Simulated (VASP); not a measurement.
Runs of VASP 6.6.1 on NiMoIrPdW. It takes space group Cm (No. 8, monoclinic). Conventional cell: a = 4.689 Å, b = 2.863 Å, c = 11.144 Å, α = 90.00°, β = 101.20°, γ = 90.00°. Ni (site symmetry m) is surrounded by 3 Ir at 2.59 to 2.61 Å and 3 Pd at 2.67 to 2.68 Å and 6 Ni at 2.75 to 2.86 Å. Mo (site symmetry m) has 3 Ir at 2.68 Å and 6 Mo at 2.75 to 2.86 Å and 2 W at 2.78 Å as nearest neighbours. Pd (site symmetry m) has 3 Ni at 2.67 to 2.68 Å and 3 W at 2.74 to 2.75 Å and 6 Pd at 2.75 to 2.86 Å as nearest neighbours. Ir (site symmetry m) is surrounded by 3 Ni at 2.59 to 2.61 Å and 3 Mo at 2.68 Å and 6 Ir at 2.75 to 2.86 Å. W (site symmetry m) is surrounded by 3 Pd at 2.74 to 2.75 Å and 6 W at 2.75 to 2.86 Å and 2 Mo at 2.78 Å. The cell was built by a generator and needn't be a form met in nature.

| task | level | k mesh for the DOS | occupations for the DOS | gap on the mesh (eV) | pressure (GPa) | moment (μB) | largest force (eV/Å) |
| --- | --- | --- | --- | --- | --- | --- | --- |
| electrostatic potential | PBE | - | - | none | 0.3 | 0.00 | 0.09 |
| band structure | PBE | - | - | - | 0.3 | 0.00 | 0.09 |
| atomic charges | PBE+TS | - | - | none | (a) | 0.00 | 0.12 |
| electric field gradients | PBE | - | - | none | 0.3 | 0.00 | 0.09 |
| density of states | PBE | 17 × 17 × 5 | tetrahedron | - | - | 0.00 | - |

Alike in all rows: potentials or basis VASP PAW PBE potentials, release 64 (Ni, Mo_sv, Pd, Ir, W_sv); spin collinear, ferromagnetic start; cell as given; k mesh 11 × 11 × 3; cutoff (eV) 520; smearing fermi-dirac 0.05 eV.

**Question.** Fill in the values left out.

**Answer.** (a) -10.9.

Caveats: atom-pairwise D2, TS and ULG terms overbind metals (some runs); pairwise dispersion overbinds metals, which lowers pressure and volume (some runs).

A k mesh can miss the band edges, and the runs leave out spin-orbit coupling on Ir, Mo, Pd, W.

A gap of «none» marks a metal or a gap under the smearing width.

Not every run made on this cell is shown here.
